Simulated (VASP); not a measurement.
Crystal: Si3Ge.

```
CELL_PARAMETERS angstrom
0.00000 5.50750 5.50750
5.50750 0.00000 5.50750
5.50750 5.50750 0.00000
ATOMIC_POSITIONS crystal
Si 0.00000 0.00000 0.00000
Si 0.00000 0.50000 0.00000
Si 0.00000 0.50000 0.50000
Si 0.12500 0.12500 0.12500
Si 0.12500 0.62500 0.12500
Si 0.12500 0.62500 0.62500
Si 0.50000 0.00000 0.00000
Si 0.50000 0.00000 0.50000
Si 0.50000 0.50000 0.00000
Si 0.50000 0.50000 0.50000
Si 0.62500 0.12500 0.12500
Si 0.62500 0.12500 0.62500
Ge 0.00000 0.00000 0.50000
Ge 0.12500 0.12500 0.62500
Ge 0.62500 0.62500 0.12500
Ge 0.62500 0.62500 0.62500
```

The cell comes from a database or a generator and needn't be the stable form of this composition.

- Program: VASP 6.6.1
- Task: relaxation of cell and atoms
- Functional: PBE
- Potentials or basis: VASP PAW PBE potentials, release 64 (Si, Ge_d)
- Cutoff: 400 eV
- k mesh: 6 × 6 × 6
- Occupations: gaussian, width 0.01 eV
- Spin: no spin polarisation

At the start: pressure 1.0 GPa; volume 20.88 Å³/atom.

Problem. Where does the relaxation end?

Solution. Over 12 steps the energy falls by 6.4 meV/atom and the volume is 21.14 Å³/atom (+1.2 %); space group Cm (No. 8, to 0.05 Å).

The path:
```tsv
step	energy change (eV)	largest force (eV/Å)	pressure (GPa)	volume (Å³)
1	0.0000	0.5492	0.98	334.11
2	-0.0947	0.1242	-0.56	340.34
3	-0.0950	0.1058	-0.61	340.64
4	-0.1024	0.0313	0.19	337.26
5	-0.1030	0.0138	0.01	337.99
6	-0.1030	0.0136	0.05	337.94
7	-0.1030	0.0047	-0.05	338.26
8	-0.1030	0.0081	0.01	338.12
9	-0.1030	0.0047	-0.04	338.18
10	-0.1030	0.0087	0.01	338.15
11	-0.1030	0.0050	-0.01	338.17
12	-0.1030	0.0049	-0.03	338.17
```

Final structure:
```xyz
16
Lattice="-0.0006 5.5295 5.5295 5.5295 -0.0006 5.5295 5.5294 5.5294 -0.0004" Properties=species:S:1:pos:R:3 pbc="T T T"
Si    5.5458    5.5458   11.0438
Si    8.2767    5.5457    2.7800
Si    5.5291    2.7652    2.7976
Si    1.3653    1.3653    1.3994
Si    4.1466    1.3833    4.1476
Si    6.8942    4.1637    4.1300
Si    5.5457    8.2767    2.7800
Si    2.7652    5.5291    2.7976
Si    2.7649    2.7649    5.4965
Si    5.5287    5.5287    5.4958
Si    1.3833    4.1466    4.1476
Si    4.1637    6.8942    4.1300
Ge    8.2758    8.2758   11.0418
Ge    4.1648    4.1648    1.4004
Ge    4.1464    4.1464    6.9108
Ge    6.9119    6.9119    6.9112
```
